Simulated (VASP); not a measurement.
# A VASP study of CoNiP (PBEsol + U): structure first, properties next

Aim: relax CoNiP, then compute properties on the relaxed cell. The steps: full relaxation (PBEsol + U), second relaxation, single point with fields (PBEsol + U), band structure (PBEsol + U), total and projected DOS (PBEsol + U), core-level energies (PBEsol + U) and optical spectrum (PBEsol + U). The start is a computed cell from the Materials Project.

Calculated with VASP 6.6.1; PBEsol, DFT+U (Co d 3 eV, Ni d 5 eV), spin-polarised from a ferromagnetic start; plane waves and PAW (Co, Ni, P).

### Step 1. Starting point

Before any relaxation, the start is as follows. It takes space group P-62m (No. 189, hexagonal). Conventional cell: a = 5.747 Å, b = 5.747 Å, c = 3.314 Å, α = 90.00°, β = 90.00°, γ = 120.00°. Nearest to Co lie 4 P at 2.15 to 2.24 Å. Ni has 5 P at 2.27 to 2.42 Å nearest. Nearest to P lie 3 Co at 2.15 Å and 6 Ni at 2.42 Å. Nearest to P lie 6 Co at 2.24 Å and 3 Ni at 2.27 Å. Farther neighbours are not listed.

As a file:

```
Co Ni P
1.0
     5.74712    0.00000    0.00000
    -2.87356    4.97715    0.00000
     0.00000    0.00000    3.31403
Co Ni P
3 3 3
Cartesian
  -2.1220 3.6754 0.0000
  0.7516 1.3018 0.0000
  4.2439 0.0000 0.0000
  -1.1352 1.9663 1.6570
  1.7383 3.0109 1.6570
  2.2704 0.0000 1.6570
  0.0000 3.3181 0.0000
  2.8736 1.6591 0.0000
  0.0000 0.0000 1.6570
```

### Step 2. Full relaxation (PBEsol + U)

The start need not lie at this functional's minimum. ISIF = 3 frees volume, shape and positions, and EDIFFG sets the threshold on forces and stress at which the search stops. PBEsol restores the gradient expansion of exchange and is tuned for the cells of solids. A Hubbard U penalises fractional filling of the localised shell, which semilocal functionals favour.

File INCAR:

```
SYSTEM = CoNiP
PREC = Accurate
ENCUT = 400
EDIFF = 1E-06
NELM = 100
ISMEAR = 0
SIGMA = 0.05
LREAL = .FALSE.
ALGO = Normal
GGA = PS
NBANDS = 55
ISPIN = 2
MAGMOM = 2 2 2 1 1 1 0 0 0
LDAU = .TRUE.
LDAUTYPE = 2
LDAUL = 2 2 -1
LDAUU = 3 5 0
LDAUJ = 0 0 0
LDAUPRINT = 1
LASPH = .TRUE.
LMAXMIX = 4
LORBIT = 11
LWAVE = .FALSE.
LCHARG = .FALSE.
KPAR = 8
IBRION = 2
NSW = 60
ISIF = 3
EDIFFG = -0.01
```

File POSCAR:

```
CoNiP
1.0
    5.7471221015      0.0000000000      0.0000000000
   -2.8735610507      4.9771537385      0.0000000000
    0.0000000000      0.0000000000      3.3140309100
Co Ni P
3 3 3
Direct
    0.0000000000      0.7384455100      0.0000000000
    0.2615544900      0.2615544900      0.0000000000
    0.7384455100      0.0000000000      0.0000000000
    0.0000000000      0.3950570200      0.5000000000
    0.6049429800      0.6049429800      0.5000000000
    0.3950570200      0.0000000000      0.5000000000
    0.3333333300      0.6666666700      0.0000000000
    0.6666666700      0.3333333300      0.0000000000
    0.0000000000      0.0000000000      0.5000000000
```

File KPOINTS:

```
Automatic mesh
0
Gamma
5 5 7
0 0 0
```

Potentials, in the order of the species: Co, Ni and P (PBE family, release 64).

Started as:

```bash
> mpirun -np 8 vasp_std
```

What it wrote:

```text
[banner, memory and clock lines left out]
running    8 mpi-ranks, on    1 nodes
 distrk:  each k-point on    1 cores,    8 groups
 distr:  one band on    1 cores,    1 groups

 POSCAR found type information on POSCAR CoNiP
 POSCAR found :  3 types and       9 ions
|                                                                             |
|           W    W    AA    RRRRR   N    N  II  N    N   GGGG   !!!           |
|           W    W   A  A   R    R  NN   N  II  NN   N  G    G  !!!           |
|           W    W  A    A  R    R  N N  N  II  N N  N  G       !!!           |
|           W WW W  AAAAAA  RRRRR   N  N N  II  N  N N  G  GGG   !            |
|           WW  WW  A    A  R   R   N   NN  II  N   NN  G    G                |
|           W    W  A    A  R    R  N    N  II  N    N   GGGG   !!!           |
|                                                                             |
|     For optimal performance we recommend to set                             |
|       NCORE = 2 up to number-of-cores-per-socket                            |
|     NCORE specifies how many cores store one orbital (NPAR=cpu/NCORE).      |
|     This setting can greatly improve the performance of VASP for DFT.       |
|     The default, NCORE=1 might be grossly inefficient on modern             |
|     multi-core architectures or massively parallel machines. Do your        |
|     Unfortunately you need to use the default for GW and RPA                |
|     calculations (for HF NCORE is supported but not extensively tested      |
|     yet).                                                                   |
|                                                                             |

|                                                                             |
|               ----> ADVICE to this user running VASP <----                  |
|                                                                             |
|     You enforced a specific xc type in the INCAR file but a different       |
|     [... a line on the potential file left out ...]
|     I HOPE YOU KNOW WHAT YOU ARE DOING!                                     |
|                                                                             |

 LDA part: xc-table for (Slater+PW92), standard interpolation
 POSCAR, INCAR and KPOINTS ok, starting setup
 FFT: planning ... GRIDC
 FFT: planning ... GRID_SOFT
 FFT: planning ... GRID
 WAVECAR not read
 entering main loop
       N       E                     dE             d eps       ncg     rms          rms(c)
DAV:   1     0.527480680081E+03    0.52748E+03   -0.25048E+04  4400   0.140E+03
DAV:   2     0.805413348599E+01   -0.51943E+03   -0.48509E+03  4407   0.332E+02
DAV:   3    -0.496318467520E+02   -0.57686E+02   -0.54277E+02  4736   0.132E+02
DAV:   4    -0.516396570545E+02   -0.20078E+01   -0.19933E+01  5095   0.249E+01
DAV:   5    -0.516929786202E+02   -0.53322E-01   -0.53298E-01  5330   0.352E+00    0.343E+01
DAV:   6    -0.565613763397E+02   -0.48684E+01   -0.47222E+01  5237   0.111E+02    0.329E+01
DAV:   7    -0.511319766061E+02    0.54294E+01   -0.36320E+01  5128   0.138E+02    0.214E+01
DAV:   8    -0.479743716264E+02    0.31576E+01   -0.96689E+00  5620   0.660E+01    0.754E+00
DAV:   9    -0.483341005169E+02   -0.35973E+00   -0.27154E+00  5765   0.198E+01    0.369E+00
DAV:  10    -0.483989062304E+02   -0.64806E-01   -0.69105E-01  5187   0.930E+00    0.191E+00
DAV:  11    -0.484068977174E+02   -0.79915E-02   -0.92287E-02  5237   0.469E+00    0.104E+00
DAV:  12    -0.484176563981E+02   -0.10759E-01   -0.28179E-02  5802   0.199E+00    0.501E-01
DAV:  13    -0.484200422644E+02   -0.23859E-02   -0.86944E-03  5245   0.722E-01    0.179E-01
DAV:  14    -0.484203962478E+02   -0.35398E-03   -0.12376E-03  5956   0.306E-01    0.814E-02
DAV:  15    -0.484204470604E+02   -0.50813E-04   -0.21251E-04  5456   0.121E-01    0.366E-02
DAV:  16    -0.484204631006E+02   -0.16040E-04   -0.61111E-05  5662   0.579E-02    0.152E-02
DAV:  17    -0.484204677098E+02   -0.46092E-05   -0.78251E-06  4532   0.227E-02    0.823E-03
DAV:  18    -0.484204694466E+02   -0.17368E-05   -0.36510E-06  3687   0.160E-02    0.393E-03
DAV:  19    -0.484204697865E+02   -0.33992E-06   -0.15574E-06  3165   0.105E-02
   1 F= -.48420470E+02 E0= -.48418780E+02  d E =-.484205E+02  mag=     0.0000
 curvature:   0.00 expect dE= 0.000E+00 dE for cont linesearch  0.000E+00
 trial: gam= 0.00000 g(F)=  0.149E-03 g(S)=  0.103E+01 ort = 0.000E+00 (trialstep = 0.100E+01)
 search vector abs. value=  0.103E+01
 bond charge predicted
       N       E                     dE             d eps       ncg     rms          rms(c)
DAV:   1    -0.637170655580E+02   -0.15297E+02   -0.17170E+02  4772   0.132E+02    0.415E+01
DAV:   2    -0.583181775676E+02    0.53989E+01   -0.10164E+02  4918   0.161E+02    0.258E+01
DAV:   3    -0.515577985041E+02    0.67604E+01   -0.41064E+01  5015   0.136E+02    0.196E+01
DAV:   4    -0.486139268775E+02    0.29439E+01   -0.86711E+00  5720   0.751E+01    0.818E+00
DAV:   5    -0.483381907027E+02    0.27574E+00   -0.32593E+00  5380   0.217E+01    0.408E+00
DAV:   6    -0.482643033301E+02    0.73887E-01   -0.70938E-01  5336   0.884E+00    0.175E+00
DAV:   7    -0.482456357479E+02    0.18668E-01   -0.12584E-01  5232   0.540E+00    0.822E-01
DAV:   8    -0.482469855923E+02   -0.13498E-02   -0.26596E-02  5320   0.233E+00    0.502E-01
DAV:   9    -0.482471127085E+02   -0.12712E-03   -0.60258E-03  5336   0.802E-01    0.146E-01
DAV:  10    -0.482469852457E+02    0.12746E-03   -0.63975E-04  5938   0.369E-01    0.598E-02
DAV:  11    -0.482469972172E+02   -0.11972E-04   -0.42429E-04  4792   0.152E-01    0.398E-02
DAV:  12    -0.482469985925E+02   -0.13753E-05   -0.12848E-05  6880   0.360E-02    0.283E-02
DAV:  13    -0.482469957241E+02    0.28684E-05   -0.69682E-06  4736   0.416E-02    0.129E-02
DAV:  14    -0.482469959482E+02   -0.22408E-06   -0.15409E-06  2838   0.167E-02
   2 F= -.48246996E+02 E0= -.48245188E+02  d E =0.173474E+00  mag=    -0.0000
[... from here on, the cycles between the ionic steps are left out ...]
   3 F= -.48663273E+02 E0= -.48661560E+02  d E =-.242803E+00  mag=     0.0000
   4 F= -.48663334E+02 E0= -.48661619E+02  d E =-.242864E+00  mag=    -0.0000
   5 F= -.48663188E+02 E0= -.48661471E+02  d E =-.242718E+00  mag=    -0.0000
   6 F= -.48671755E+02 E0= -.48669992E+02  d E =-.856709E-02  mag=     0.0000
   7 F= -.48673643E+02 E0= -.48671959E+02  d E =-.104557E-01  mag=    -0.0000
   8 F= -.48673710E+02 E0= -.48672019E+02  d E =-.670660E-04  mag=     0.0000
   9 F= -.48674066E+02 E0= -.48672378E+02  d E =-.423091E-03  mag=     0.0000
  10 F= -.48674065E+02 E0= -.48672376E+02  d E =-.421276E-03  mag=     0.0000
  11 F= -.48673947E+02 E0= -.48672261E+02  d E =-.303913E-03  mag=    -0.0000
  12 F= -.48674056E+02 E0= -.48672369E+02  d E =-.413177E-03  mag=     0.0000
  13 F= -.48674063E+02 E0= -.48672375E+02  d E =-.420126E-03  mag=     0.0000
  14 F= -.48674161E+02 E0= -.48672468E+02  d E =-.977488E-04  mag=     0.0000
  15 F= -.48674200E+02 E0= -.48672501E+02  d E =-.136310E-03  mag=     0.0000
 curvature:  -0.70 expect dE=-0.114E-03 dE for cont linesearch -0.461E-06
 trial: gam= 0.94596 g(F)=  0.160E-04 g(S)=  0.147E-03 ort = 0.855E-05 (trialstep = 0.438E+00)
 search vector abs. value=  0.279E-03
 bond charge predicted
       N       E                     dE             d eps       ncg     rms          rms(c)
DAV:   1    -0.486745126313E+02   -0.31245E-03   -0.93881E-03  5174   0.686E-01    0.169E-01
DAV:   2    -0.486744500889E+02    0.62542E-04   -0.26794E-03  5040   0.735E-01    0.114E-01
DAV:   3    -0.486742810779E+02    0.16901E-03   -0.83428E-04  4978   0.596E-01    0.808E-02
DAV:   4    -0.486742278849E+02    0.53193E-04   -0.19391E-04  5340   0.301E-01    0.317E-02
DAV:   5    -0.486742224846E+02    0.54004E-05   -0.50360E-05  5380   0.614E-02    0.148E-02
DAV:   6    -0.486742202482E+02    0.22364E-05   -0.52335E-06  4162   0.315E-02    0.478E-03
DAV:   7    -0.486742202733E+02   -0.25190E-07   -0.11414E-06  2433   0.797E-03
  16 F= -.48674220E+02 E0= -.48672524E+02  d E =-.205290E-04  mag=    -0.0000
 trial-energy change:   -0.000021  1 .order   -0.000031   -0.000075    0.000012
 step:   0.3087(harm=  0.3769)  dis= 0.00034  next Energy=   -48.674222 (dE=-0.226E-04)
 reached required accuracy - stopping structural energy minimisation
```

The job ended after 5.3 min (8 MPI ranks of Intel Xeon Platinum 8259CL at 2.50GHz (Skylake/Cascade Lake), shared host; peak memory 2.7 GiB).

The logs omit lines about the potential files and the build; timing stands in the text.

[end of part 1 of 8]

[Lines on the potential files, build, host, timing and source positions are cut from VASP's logs without a mark.]

[Logs are printed without paths, hosts, clocks, repeated set-up lines and the standing remarks that a program may print on its own settings, such as how far it seeks lower states.]

[Hosts, paths, dates, database ids (printed as entryN), source tags and the programs' standing remarks are cut or masked in the printed files.]

[A measured line is paired with the nearest computed mode of its activity, which favours agreement.]
